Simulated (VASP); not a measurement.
An input for Ansatz (written as the equivalent of a VASP run, and not itself run):

Ansatz 0.2 input:
```yaml
crystal:
  lattice:
    - [0.0000000, 3.1833606, 3.1833606]
    - [3.1833606, 0.0000000, 3.1833606]
    - [3.1833606, 3.1833606, 0.0000000]
  atoms:
    - { symbol: Na, position: [0.2500000, 0.2500000, 0.2500000] }
    - { symbol: Na, position: [0.7500000, 0.7500000, 0.7500000] }
    - { symbol: S, position: [0.0000000, 0.0000000, 1.0000000] }
kpoints:
  mp_grid: { grid: [7, 7, 7] }
hamiltonian:
  xc: lda
  pseudopotentials: { kind: paw }
scf:
  occupations: { method: tetrahedron }
  max_iter: 100
output: { forces: true, stress: true, eigenvalues: true }
```

Problem. Translate this input to VASP (INCAR, KPOINTS, POSCAR, choice of POTCAR).

Solution. Several could match; the one computed here: 
### INCAR
```
ALGO = Normal
EDIFF = 1E-7
ENCUT = 400
ISIF = 2
ISMEAR = -5
LASPH = .TRUE.
LCHARG = .TRUE.
LEFG = .TRUE.
LORBIT = 11
LREAL = .FALSE.
LWAVE = .FALSE.
NEDOS = 601
NELM = 100
PREC = Accurate
SYSTEM = Na2S
```

### POSCAR
```
Na2S
1
    0.0000000000     3.1833606371     3.1833606371
    3.1833606371     0.0000000000     3.1833606371
    3.1833606371     3.1833606371     0.0000000000
Na S
2 1
Direct
  0.2500000000   0.2500000000   0.2500000000
  0.7500000000   0.7500000000   0.7500000000
  0.0000000000   0.0000000000   1.0000000000
```

### KPOINTS
```
Automatic mesh
0
Gamma
7 7 7
0 0 0
```

POTCAR, in this order: Na_pv S (LDA.64 set). Program: vasp_std.

What does not carry over: each code has its own PAW files, so the cut-off isn't converted (ENCUT is set for VASP's; basis.ecutwfc is left out, and Ansatz then takes the one that its files recommend); Ansatz stops its SCF on the density residual and VASP on the energy change (EDIFF); Ansatz's lda is the Perdew-Wang form, while the LDA potentials of VASP carry Perdew-Zunger's; the field gradients of LEFG aren't asked of the other code.

The compound is Na2S in the antifluorite structure. It was relaxed first, which changed the volume by -8 %.
